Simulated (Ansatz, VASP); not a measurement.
# V (V(111)) in two plane-wave programs

One calculation is typed for both programs; each brings its own data sets and cutoff. How far apart do they land?

Program: Ansatz 0.2.0. Level of theory: plane waves, with VASP 6.6.1 beside it; single point at PBE, single point at LDA and single point at RPBE. Results are calculated unless marked as measured.

In doubt: warnings of the run leave room for a lower electronic state, so energies may not be the lowest and differences between runs may mislead.

### 1. Set-up

The cell holds 11 atoms: 11 V. Its edges and angles: a = 4.271 Å, b = 4.271 Å, c = 26.718 Å, α = 90.0°, β = 90.0°, γ = 60.0°. Vacuum lies along c.

### 2. Ansatz: single point, PBE

Ansatz runs on its default PAW (the set named soft_2) files.

A single point gives forces, pressure and levels at one fixed geometry, so differences don't come from the geometry; what else differs is listed under the comparison.

The input, input.yaml:

```yaml
crystal:
  lattice:
    - [4.2709249584, 0.0, 0.0]
    - [2.1354624792, 3.6987295116, 0.0]
    - [0.0, 0.0, 26.7179890648]
  atoms:
    - { symbol: V, position: [0.6666666667, 0.6666666667, 0.3368516986], spin: 2.0 }
    - { symbol: V, position: [0.0, 0.0, 0.3694813589], spin: 2.0 }
    - { symbol: V, position: [0.3333333333, 0.3333333333, 0.4021110192], spin: 2.0 }
    - { symbol: V, position: [0.6666666667, 0.6666666667, 0.4347406794], spin: 2.0 }
    - { symbol: V, position: [0.0, 0.0, 0.4673703397], spin: 2.0 }
    - { symbol: V, position: [0.3333333333, 0.3333333333, 0.5], spin: 2.0 }
    - { symbol: V, position: [0.6666666667, 0.6666666667, 0.5326296603], spin: 2.0 }
    - { symbol: V, position: [0.0, 0.0, 0.5652593206], spin: 2.0 }
    - { symbol: V, position: [0.3333333333, 0.3333333333, 0.5978889808], spin: 2.0 }
    - { symbol: V, position: [0.6666666667, 0.6666666667, 0.6305186411], spin: 2.0 }
    - { symbol: V, position: [0.0, 0.0, 0.6631483014], spin: 2.0 }
hamiltonian:
  xc: pbe
  pseudopotentials: { kind: paw }
magnetization:
  spin_polarized: true
kpoints:
  mp_grid: { grid: [9, 9, 1] }
scf:
  occupations: { method: methfessel_paxton, width: 0.4 }
  n_extra_bands: 19
efield:
  axis: 3
  dipole_correction: true
  ramp_width: 0.04
output:
  forces: true
  eigenvalues: true
```

On the command line:

```sh
$ ansatz run input.yaml --threads 4 --pin off --max-ram 9216MiB --backend cpu --events-out ev --progress --plain --runs-dir out
```

Numbers of over 12 decimals in the logs are rounded to 6 here.

The program printed:

```text
Warning: the band count 91 (scf.n_extra_bands) hosts the net moment |M| = 22.0000 μB (N_el = 143) but caps the reachable moment at 2·n_bands − N_el = 39.0000 μB, below the 99 bands that the automatic rule leaves for it — a moment growing past the seed, or the majority channel's smearing tail, pins there with fewer empty majority states than that count leaves; raise or omit scf.n_extra_bands unless the cap is intended
scf.n_extra_bands = 19 over 72 filled bands (N_el = 143.0): the run solves 91 bands
Engine: ansatz 0.2.0, aarch64-unknown-linux-gnu
Pseudopotentials: kind: paw
Pseudopotential: V, paw, valence charge 13, recommended cutoff 420 eV (normal), V.paw.azcp
Functional definition: PBE
  parameter kappa = 0.804
  parameter beta = 0.066725
  exchange = pbe_x(kappa = kappa, mu = beta*pi^2/3)
  correlation = pbe_c(beta = beta)
Crystal: 11 atoms, lattice volume = 422.064 Å³
Basis set: ecut = 420 eV, 8231 PW (Γ), exchange–correlation on 60×60×360 points (8 copies of the dense FFT grid, shifted against one another)
Bands: 91, of which v1, the nominal top of the filled ones, is band 72 counted from 1 (71 counted from 0)
Symmetry: 6 space group operations
k-points: 12 of 81 (time reversal used)
Non-local potential: V, projectors of the file, l = 0: 3, l = 1: 2, l = 2: 3, l = 3: 1
PAW form: soft (Blöchl's): semilocal exchange-correlation on the pseudo side does not see the compensation charge
PAW one-centre angular grid: V, 590 points (default); XC on 64 Gauss nodes
Initial density: superposition of atomic densities (neutral atoms: chi_scale 0, normalization atom)
Starting moments: Σ|m| = 22 μB on 11 of 11 sites
Initial wavefunctions: pseudopotential atomic-orbital guess
Functional: x = pbe(κ = 0.804, μ = 0.219515), c = pbe(β = 0.066725)
SCF iter   1: F=—  HF=-32040.535043 eV  |F-HF|=—  |Δ(HF+E_count)|=         —  Δρ=9.08e-2 (↑9.08e-2 ↓6.20e-2)  dr2=9.75e1  dr2_m=2.02e1  M=3.553 μB ∫|m|=4.011 μB  β_m=0.36  ethr=3.10e-3  p=0.000 e·Å  D=1.08e-14 V/Å  ΔV_dip=-0.00 eV  dr2_dipole=1.30e-8  V_vac-E_F(+/−)=8.10/8.10 eV  ⟨swp⟩=7.1  Hψ=9908  notcnv=0
Mixer restart at iter 1: flushing history
efield: sawtooth ramp at fractional position 0.9800 (placed from the atoms, in the widest stretch of the axis that holds none; the zero of the levels goes with the place), width 0.0400; the density the first Hamiltonian is built on has a dipole p = 0.000 e·Å; the dipole correction subtracts the counter field D = 1.08e-14 V/Å, which shifts the + side's vacuum level by -0.00 eV against the − side's; the planar-averaged density in the ramp window peaks in size at 9.8e-7 e/Å³
preconditioner: auto → LDOS  [metal: Δε(μ)=0.006 eV  Ē_g=3.991 eV  σ=0.400 eV  W_gap=0.01  n_scr=96 (ndim 8)  ℏωp=13.4 eV  f_vac=0.548  D(μ)=12.50/eV (n_scr^D=96)]
spin=Collinear: LDOS preconditioning applied to the charge; magnetization (m = ρ↑ − ρ↓) channel mixes plain (no charge-response kernel on spin).
SCF iter   2: F=—  HF=-32032.331137 eV  |F-HF|=—  |Δ(HF+E_count)|=    8.20e0  Δρ=5.20e-2 (↑5.20e-2 ↓4.53e-2)  dr2=2.00e1  dr2_m=8.67e0  M=3.747 μB ∫|m|=4.112 μB  β_m=0.50  ethr=3.10e-3  p=0.000 e·Å  D=6.95e-6 V/Å  ΔV_dip=-0.00 eV  dr2_dipole=1.15e-7  V_vac-E_F(+/−)=5.45/5.45 eV  ⟨swp⟩=3.2  Hψ=5462  notcnv=0  defer=78
density mixer auto → msr1: a metal under ldos (density of states about μ 2.98 of a free-electron gas's, 96 screened modes)
SCF iter   3: F=—  HF=-32031.741324 eV  |F-HF|=—  |Δ(HF+E_count)|=   5.90e-1  Δρ=1.85e-2 (↑1.85e-2 ↓1.48e-2)  dr2=5.32e0  dr2_m=8.60e-1  M=3.344 μB ∫|m|=3.906 μB  β_m=0.56  ethr=3.10e-3  p=0.000 e·Å  D=1.45e-5 V/Å  ΔV_dip=-0.00 eV  dr2_dipole=3.48e-7  V_vac-E_F(+/−)=2.51/2.51 eV  ⟨swp⟩=3.6  Hψ=5119  notcnv=0  defer=58
SCF iter   4: F=—  HF=-32031.496144 eV  |F-HF|=—  |Δ(HF+E_count)|=   2.45e-1  Δρ=1.20e-2 (↑1.20e-2 ↓9.93e-3)  dr2=5.68e-1  dr2_m=4.48e-1  M=3.511 μB ∫|m|=4.486 μB  β_m=0.78  ethr=3.10e-3  p=0.000 e·Å  D=1.68e-5 V/Å  ΔV_dip=-0.00 eV  dr2_dipole=3.28e-7  V_vac-E_F(+/−)=2.90/2.90 eV  ⟨swp⟩=2.0  Hψ=2879  notcnv=1  defer=45
SCF iter   5: F=—  HF=-32031.520398 eV  |F-HF|=—  |Δ(HF+E_count)|=   2.43e-2  Δρ=6.58e-3 (↑6.58e-3 ↓4.81e-3)  dr2=1.50e-1  dr2_m=9.97e-2  M=3.547 μB ∫|m|=5.338 μB  β_m=0.89  ethr=3.97e-4  p=0.000 e·Å  D=2.14e-5 V/Å  ΔV_dip=-0.00 eV  dr2_dipole=1.10e-8  V_vac-E_F(+/−)=3.41/3.41 eV  ⟨swp⟩=2.0  Hψ=3217  notcnv=0  defer=31
SCF iter   6: F=—  HF=-32031.540222 eV  |F-HF|=—  |Δ(HF+E_count)|=   1.98e-2  Δρ=5.21e-3 (↑5.21e-3 ↓2.74e-3)  dr2=2.82e-1  dr2_m=3.53e-2  M=3.627 μB ∫|m|=5.877 μB  β_m=0.81  ethr=1.05e-4  p=0.000 e·Å  D=7.65e-6 V/Å  ΔV_dip=-0.00 eV  dr2_dipole=2.22e-10  V_vac-E_F(+/−)=3.77/3.77 eV  ⟨swp⟩=3.0  Hψ=4627  notcnv=0  defer=12
SCF iter   7: F=—  HF=-32031.519975 eV  |F-HF|=—  |Δ(HF+E_count)|=   2.02e-2  Δρ=1.39e-3 (↑1.39e-3 ↓9.14e-4)  dr2=2.11e-2  dr2_m=3.62e-3  M=3.599 μB ∫|m|=6.095 μB  β_m=0.87  ethr=1.05e-4  p=0.000 e·Å  D=3.42e-6 V/Å  ΔV_dip=-0.00 eV  dr2_dipole=4.52e-9  V_vac-E_F(+/−)=3.78/3.78 eV  ⟨swp⟩=2.8  Hψ=4359  notcnv=0  defer=8
[...]
SCF iter  19: F=—  HF=-32030.895720 eV  |F-HF|=—  |Δ(HF+E_count)|=   4.69e-6  S|Δr|=    0.00e0  Δρ=3.79e-5 (↑3.77e-5 ↓3.79e-5)  dr2=1.34e-5  dr2_m=3.22e-6  M=0.000 μB ∫|m|=7.929 μB  β_m=0.98  ethr=4.30e-8  p=-0.000 e·Å  D=-5.80e-7 V/Å  ΔV_dip=0.00 eV  dr2_dipole=4.49e-10  V_vac-E_F(+/−)=3.71/3.71 eV  ⟨swp⟩=3.4  Hψ=4331  notcnv=0  defer=4
SCF iter  20: F=—  HF=-32030.895723 eV  |F-HF|=—  |Δ(HF+E_count)|=   2.79e-6  S|Δr|=    0.00e0  Δρ=2.35e-5 (↑2.35e-5 ↓2.24e-5)  dr2=4.00e-6  dr2_m=1.10e-6  M=0.000 μB ∫|m|=7.930 μB  β_m=0.98  ethr=9.37e-9  p=-0.000 e·Å  D=-3.98e-7 V/Å  ΔV_dip=0.00 eV  dr2_dipole=3.92e-12  V_vac-E_F(+/−)=3.71/3.71 eV  ⟨swp⟩=2.3  Hψ=3157  notcnv=0  defer=4
SCF iter  21: F=—  HF=-32030.895724 eV  |F-HF|=—  |Δ(HF+E_count)|=   1.41e-6  S|Δr|=    0.00e0  Δρ=1.18e-5 (↑1.13e-5 ↓1.18e-5)  dr2=1.37e-6  dr2_m=1.96e-7  M=0.000 μB ∫|m|=7.928 μB  β_m=0.88  ethr=2.79e-9  p=-0.000 e·Å  D=-2.85e-7 V/Å  ΔV_dip=0.00 eV  dr2_dipole=8.10e-11  V_vac-E_F(+/−)=3.71/3.71 eV  ⟨swp⟩=2.4  Hψ=3987  notcnv=0  defer=4
SCF iter  22: F=—  HF=-32030.895724 eV  |F-HF|=—  |Δ(HF+E_count)|=   2.85e-7  S|Δr|=    0.00e0  Δρ=6.86e-6 (↑6.86e-6 ↓6.67e-6)  dr2=6.97e-7  dr2_m=7.26e-8  M=0.000 μB ∫|m|=7.929 μB  β_m=0.80  ethr=9.58e-10  p=-0.000 e·Å  D=-1.15e-7 V/Å  ΔV_dip=0.00 eV  dr2_dipole=1.25e-10  V_vac-E_F(+/−)=3.71/3.71 eV  ⟨swp⟩=2.5  Hψ=3963  notcnv=0  defer=3
SCF iter  23: F=—  HF=-32030.895724 eV  |F-HF|=—  |Δ(HF+E_count)|=   6.67e-8  S|Δr|=    0.00e0  Δρ=3.30e-6 (↑3.30e-6 ↓3.22e-6)  dr2=5.58e-8  dr2_m=3.35e-8  M=-0.000 μB ∫|m|=7.929 μB  β_m=0.90  ethr=6.99e-11  p=-0.000 e·Å  D=-7.59e-8 V/Å  ΔV_dip=0.00 eV  dr2_dipole=2.65e-11  V_vac-E_F(+/−)=3.71/3.71 eV  ⟨swp⟩=13.9  Hψ=11106  notcnv=0
SCF iter  24: F=—  HF=-32030.895724 eV  |F-HF|=—  |Δ(HF+E_count)|=   3.67e-8  S|Δr|=    0.00e0  Δρ=3.03e-6 (↑2.84e-6 ↓3.03e-6)  dr2=7.72e-8  dr2_m=1.89e-8  M=-0.000 μB ∫|m|=7.929 μB  β_m=0.95  ethr=3.90e-11  p=0.000 e·Å  D=1.71e-8 V/Å  ΔV_dip=-0.00 eV  dr2_dipole=1.35e-11  V_vac-E_F(+/−)=3.71/3.71 eV  ⟨swp⟩=4.0  Hψ=5900  notcnv=0
SCF iter  25: F=-32030.895724 eV  HF=-32030.895724 eV  |F-HF|=8.60e-9  |Δ(HF+E_count)|=   2.19e-8  S|Δr|=    0.00e0  Δρ=1.26e-6 (↑1.26e-6 ↓1.26e-6)  dr2=1.49e-8  dr2_m=3.41e-9  M=-0.000 μB ∫|m|=7.929 μB  ethr=3.90e-11  p=0.000 e·Å  D=1.81e-8 V/Å  ΔV_dip=-0.00 eV  dr2_dipole=4.55e-14  V_vac-E_F(+/−)=3.71/3.71 eV  ⟨swp⟩=3.2  Hψ=4718  notcnv=0
SCF 2 converged in 25 iterations: F = -32030.895724 eV  dr2 = 1.49e-8
  greatest PAW one-centre occupation: 1.000 electrons in one spin orbital (limit 2), on the V atom at site 5 (counted from 0), in its partial waves of l = 0
WARN: the input gives starting moments of one sign, and an SCF from ferrimagnetic starting moments (-2.00, 2.00, 2.00, 2.00, 2.00, 2.00, 2.00, 2.00, -2.00, 2.00, 2.00 Bohr magnetons, atom by atom) closed 17.15 meV lower in free energy than the state that the run had reached (-32030.878579 eV): every number and product of the report is of that SCF, unless a later one, a look outside its group or a two-sided probe led  [...]
this state was not tested for a lower state beside it, because cold or Methfessel-Paxton smearing, or corrected tetrahedra, fill the levels in a way that the test cannot read (fill_not_monotonic; see scf.lower_state_search)
SCF converged after 25 iterations
Magnetization: -0.0000 μB (71.5000 up, 71.5000 down)
Absolute magnetization: 8.0363 μB (∫|ρ↑−ρ↓|, with the PAW one-centre terms)
Spin contamination: 2.9263 ħ² per cell (⟨S²⟩ above its minimum at these occupations)
Per-site moments (μB) at R_I (Å): [(-1.916177, 1.078851), (-0.011850, 1.078851), (0.612442, 1.078851), (-0.231793, 1.078851), (0.143080, 1.078851), (3.324452012207353e-6, 1.078851), (-0.143083, 1.078851), (0.231788, 1.078851), (-0.612443, 1.078851), (0.011851, 1.078851), (1.916177, 1.078851)]
Free energy (F): -32030.895724 eV
Harris-Foulkes:  -32030.895724 eV  (|F-HF|=8.60e-9)
Internal energy: -32030.990327 eV  (E = F + TS)
E sigma→0 (E₀):  -32030.919375 eV
Entropy (-TS):   0.094603 eV (8.600 meV/atom)
Fermi energy:    3.569121 eV
Dipole field:    D = -0.000000 V/Å  (p = -0.000000 e·Å, saw-weighted, corrected)
Work function:   Φ+ = 3.7068 eV   Φ− = 3.7068 eV
Levels:          The Fermi level and band energies are counted from a zero that moves with the ramp; work functions are not
--- Per-component energies (eV) ---
  E_band       = -3455.800114
  E_kinetic    = 3679.672857
  E_local      = -224213.067344  (includes V_loc(G=0)·N_el)
  E_nonlocal   = -490.152206
  E_hartree    = 110776.876971
  E_xc         = -1423.969780
  E_vxc        = -1804.119587  (∫ρ·V_xc dr)
  E_paw        = -12244.489666  (= ΣΔE_a)
  E_vpaw       = -2181.919851  (= ΣTr[D̂ρ^β])
  E_aug_tail   = 0.002918  (compensation charges beyond the density's cutoff)
  E_efield     = 0.000000  (sawtooth field / dipole correction)
  E_vefield    = 0.000000  (∫n·V_field dr)
  E_ewald      = 91884.135922
  E_smearing   = 0.094603  (= −TS)
  E_closure    = 0.000000  (closes the sum)
  Σ components = -32030.895724   (vs F -32030.895724, Δ=0.00e0)
--- Forces (eV/Å), atoms counted from 1 ---
  atom   1  V      0.00000000     0.00000000     0.89537098
  atom   2  V      0.00000000     0.00000000     0.79006227
  atom   3  V     -0.00000000    -0.00000000    -0.54430506
  atom   4  V     -0.00000000     0.00000000    -0.43123676
  atom   5  V     -0.00000000     0.00000000    -0.31775475
  atom   6  V      0.00000000     0.00000000     0.00000030
  atom   7  V      0.00000000     0.00000000     0.31775660
  atom   8  V     -0.00000000    -0.00000000     0.43123692
  atom   9  V     -0.00000000     0.00000000     0.54430502
  atom  10  V      0.00000000     0.00000000    -0.79006253
  atom  11  V      0.00000000     0.00000000    -0.89537352
  max |Σ_I F_I| component: 5.28e-7 eV/Å
--- Band table (eV; the first three rows and the last of 24) ---
  k-point 0 ↑: bands = [... 68 lower, 3.1821, 3.1904, 3.1904, 3.3496, 3.7102, 3.7102, 3.9890, 3.9890, ... 15 higher]
  k-point 1 ↑: bands = [... 68 lower, 3.2008, 3.2341, 3.2996, 3.4012, 3.7098, 3.7977, 4.0281, 4.0465, ... 15 higher]
  k-point 2 ↑: bands = [... 68 lower, 3.2441, 3.2857, 3.4996, 3.5745, 3.7108, 3.9276, 4.1505, 4.1757, ... 15 higher]
  k-point 11 ↓: bands = [... 68 lower, 3.2202, 3.2544, 3.3571, 3.3646, 3.4190, 3.8255, 3.8499, 4.0441, ... 15 higher]
```

The job ended after 3.5 min (4 threads of Arm Neoverse V2, shared host; peak memory 1.5 GiB).

(Part 1 of 3 ends here.)

[Lines on the potential files, build, host, timing and source positions are cut from VASP's logs without a mark.]

[Logs are printed without paths, hosts, clocks, repeated set-up lines and the standing remarks that a program may print on its own settings, such as how far it seeks lower states.]

[Hosts, paths, dates, database ids (printed as entryN), source tags and the programs' standing remarks are cut or masked in the printed files.]
